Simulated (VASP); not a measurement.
The system is GaGe.

```
Ge Ga
1.0
     0.00000    2.89784    2.89784
     2.89784    0.00000    2.89784
     2.89784    2.89784    0.00000
Ge Ga
1 1
Direct
  0.00000 0.00000 0.00000
  0.25000 0.25000 0.25000
```

The cell comes from a database or a generator and needn't be the stable form of this composition.

* Program: VASP 6.6.1
* Task: relaxation of cell and atoms
* Functional: PBE
* Dispersion: D3(BJ)
* Potentials or basis: VASP PAW PBE potentials, release 64 (Ge_d, Ga_d)
* Cutoff: 600 eV
* k mesh: 8 × 8 × 8
* Occupations: fermi-dirac, width 0.05 eV
* Spin: no spin polarisation

At the start: pressure -1.5 GPa; volume 24.33 Å³/atom.

Q: How do energy, volume and symmetry change on relaxing?

A: Over 9 steps the energy falls by 3.4 meV/atom and the volume is 23.64 Å³/atom (-2.9 %); space group F-43m (No. 216, to 0.05 Å).

Step by step:
```csv
step,energy change (eV),largest force (eV/Å),pressure (GPa),volume (Å³)
1,0.0000,0.0000,-1.49,48.67
2,-0.0068,0.0000,0.17,47.09
3,-0.0068,0.0000,0.12,47.24
4,-0.0068,0.0000,-0.04,47.34
5,-0.0068,0.0000,-0.08,47.32
6,-0.0068,0.0000,-0.04,47.28
7,-0.0068,0.0000,-0.08,47.28
8,-0.0068,0.0000,-0.08,47.27
9,-0.0068,0.0000,-0.02,47.27
```

Final structure:
```cif
data_structure
_symmetry_space_group_name_H-M 'P 1'
_symmetry_Int_Tables_number 1
_cell_length_a 4.0586
_cell_length_b 4.0586
_cell_length_c 4.0586
_cell_angle_alpha 60.000
_cell_angle_beta 60.000
_cell_angle_gamma 60.000
_cell_volume 47.27
loop_
_atom_site_label
_atom_site_type_symbol
_atom_site_fract_x
_atom_site_fract_y
_atom_site_fract_z
_atom_site_occupancy
Ge1 Ge 0.00000 0.00000 0.00000 1
Ga1 Ga 0.25000 0.25000 0.25000 1
```

Caveat: pairwise dispersion overbinds metals, which lowers pressure and volume.
